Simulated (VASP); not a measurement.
Here is the system:

```yaml
crystal:
  lattice:
    - [-1.61613, 1.61613, 1.61613]
    - [1.61613, -1.61613, 1.61613]
    - [1.61613, 1.61613, -1.61613]
  atoms:
    - { symbol: Nb, position: [0.00000, 0.00000, 0.00000] }
```

Computed with PBE GGA with D3 dispersion (zero damping), VASP's PBE PAW potentials (set 64) (plane waves; VASP). Run with 520 eV cut-off, 16×16×16 Γ-centred mesh, first-order Methfessel-Paxton smearing of 0.10 eV, potentials Nb_sv.

Q: Give the stress tensor in GPa (positive for a compressed cell).

A: 
```
5.75  0.00  0.00
0.00  5.75  0.00
0.00  0.00  5.75
```
The pressure is its mean diagonal, 5.75 GPa.

The compound is Nb in the bcc structure. This cell is one point of a volume scan, at 0.97 of the reference volume.
